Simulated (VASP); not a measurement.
Output of a VASP run:

**OSZICAR**
```
       N       E                     dE             d eps       ncg     rms          rms(c)
DAV:   1     0.807551551577E+02    0.80755E+02   -0.68720E+03   440   0.116E+03
DAV:   2     0.117323196008E+01   -0.79582E+02   -0.75128E+02   459   0.234E+02
DAV:   3    -0.524866212817E+01   -0.64219E+01   -0.63871E+01   539   0.708E+01
DAV:   4    -0.543489761013E+01   -0.18624E+00   -0.18609E+00   528   0.126E+01
DAV:   5    -0.544086561073E+01   -0.59680E-02   -0.59679E-02   536   0.228E+00    0.167E+00
DAV:   6    -0.538330554571E+01    0.57560E-01   -0.80658E-02   503   0.191E+00    0.114E+00
DAV:   7    -0.537506887675E+01    0.82367E-02   -0.71063E-02   500   0.167E+00    0.584E-01
DAV:   8    -0.537699424545E+01   -0.19254E-02   -0.49849E-03   461   0.696E-01    0.157E-01
DAV:   9    -0.537696088068E+01    0.33365E-04   -0.15311E-04   509   0.140E-01    0.409E-02
DAV:  10    -0.537697353666E+01   -0.12656E-04   -0.38930E-05   500   0.788E-02    0.719E-03
DAV:  11    -0.537697377976E+01   -0.24310E-06   -0.45015E-06   482   0.249E-02
   1 F= -.57057747E+01 E0= -.57057747E+01  d E =-.570577E+01
```

OUTCAR:
```
------------------------ aborting loop because EDIFF is reached ----------------------------------------
  Edisp (eV):   -0.32880
  FORCE on cell =-STRESS in cart. coord.  units (eV):
  Direction    XX          YY          ZZ          XY          YZ          ZX
  --------------------------------------------------------------------------------------
  Total      -0.00241    -0.00241    -0.00241     0.00000     0.00000    -0.00000
  in kB      -0.05868    -0.05868    -0.05868     0.00000     0.00000    -0.00000
  external pressure =       -0.06 kB  Pullay stress =        0.00 kB
  volume of cell :       65.92
      direct lattice vectors                 reciprocal lattice vectors
     0.000000000  3.206266260  3.206266260    -0.155944628  0.155944628  0.155944628
     3.206266260  0.000000000  3.206266260     0.155944628 -0.155944628  0.155944628
     3.206266260  3.206266260  0.000000000     0.155944628  0.155944628 -0.155944628
  FREE ENERGIE OF THE ION-ELECTRON SYSTEM (eV)
  ---------------------------------------------------
  free  energy   TOTEN  =        -5.7057746981 eV

  energy  without entropy=       -5.7057746981  energy(sigma->0) =       -5.70577470

 reached required accuracy - stopping structural energy minimisation
```
(Selected blocks of OUTCAR.)

**POSCAR**
```
NaI
1
    0.0000000000     3.2062662598     3.2062662598
    3.2062662598     0.0000000000     3.2062662598
    3.2062662598     3.2062662598     0.0000000000
Na I
1 1
Direct
  0.0000000000   0.0000000000   0.0000000000
  0.5000000000   0.5000000000   0.5000000000
```

### Question
Reconstruct the remaining input files.

### Answer
One answer among several that fit: the input of the run itself, PBE GGA with D4 dispersion, plane waves, VASP's PBE PAW potentials (set 64).

INCAR:
```
# general
SYSTEM  = NaI
PREC    = Accurate
ENCUT   = 520
LREAL   = .FALSE.
LASPH   = .TRUE.

# electronic loop
EDIFF   = 1E-6
NELM    = 100
ALGO    = Normal
LMAXMIX = 4

# smearing
ISMEAR  = 0
SIGMA   = 0.05

# functional
GGA     = PE
IVDW    = 13

# ions
IBRION  = 2
NSW     = 60
ISIF    = 3
EDIFFG  = -0.01

# output
LWAVE   = .FALSE.
LCHARG  = .FALSE.
```

### KPOINTS
```
Automatic
0
gamma
 7 7 7
0 0 0
```

POTCAR, in this order: Na_pv I (PBE.64 set). Program: vasp_std.

The compound is NaI in the rock salt structure. It was relaxed first. The start is the result of an earlier pass.
